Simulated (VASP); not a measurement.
A convergence study with VASP on Pd (fcc): a few settings are varied, all else stays as given below, so the limit is that of these other settings. The cell's lengths are 1 % over those of the tabulated start, so it is off equilibrium.

```
Pd
1.0
    0.00000     1.96445     1.96445
    1.96445     0.00000     1.96445
    1.96445     1.96445     0.00000
Pd
1
Direct
  0.00000   0.00000   0.00000
```

Method: PBE GGA, VASP's PBE PAW potentials (set 64) (plane waves; VASP). The last row used: 550 eV cut-off, 14×14×14 Γ-centred mesh, first-order Methfessel-Paxton smearing of 0.10 eV, potentials Pd.

```tsv
setting	E (eV/atom)	pressure (GPa)	electronic steps
ALGO = Normal, EDIFF = 1E-2	-5.2087	7.05	7
ALGO = Normal, EDIFF = 1E-3	-5.2051	1.55	9
ALGO = Normal, EDIFF = 1E-4	-5.2051	1.55	9
ALGO = Normal, EDIFF = 1E-5	-5.2051	1.54	9
ALGO = Normal, EDIFF = 1E-6	-5.2051	1.61	11
ALGO = Normal, EDIFF = 1E-7	-5.2051	1.61	12
ALGO = Normal, EDIFF = 1E-8	-5.2051	1.61	13
ALGO = Normal, EDIFF = 1E-9	-5.2051	1.61	14
ALGO = Fast, EDIFF = 1E-2	-5.2086	7.26	7
ALGO = Fast, EDIFF = 1E-3	-5.2051	1.97	9
ALGO = Fast, EDIFF = 1E-4	-5.2051	1.93	9
ALGO = Fast, EDIFF = 1E-5	-5.2051	1.48	10
ALGO = Fast, EDIFF = 1E-6	-5.2051	1.73	11
ALGO = Fast, EDIFF = 1E-7	-5.2051	1.62	14
ALGO = Fast, EDIFF = 1E-8	-5.2051	1.62	16
ALGO = Fast, EDIFF = 1E-9	-5.2051	1.61	20
ALGO = All, EDIFF = 1E-2	-5.2049	1.48	9
ALGO = All, EDIFF = 1E-3	-5.2051	1.63	10
ALGO = All, EDIFF = 1E-4	-5.2051	1.61	11
ALGO = All, EDIFF = 1E-5	-5.2051	1.61	11
ALGO = All, EDIFF = 1E-6	-5.2051	1.66	12
ALGO = All, EDIFF = 1E-7	-5.2051	1.63	14
ALGO = All, EDIFF = 1E-8	-5.2051	1.63	14
ALGO = All, EDIFF = 1E-9	-5.2051	1.61	18
```

Left out are rungs that failed or repeat a setting and relaxations that didn't move; long series are thinned to 24 rows.

The compound is Pd in the fcc structure. The cell was not relaxed at this level.
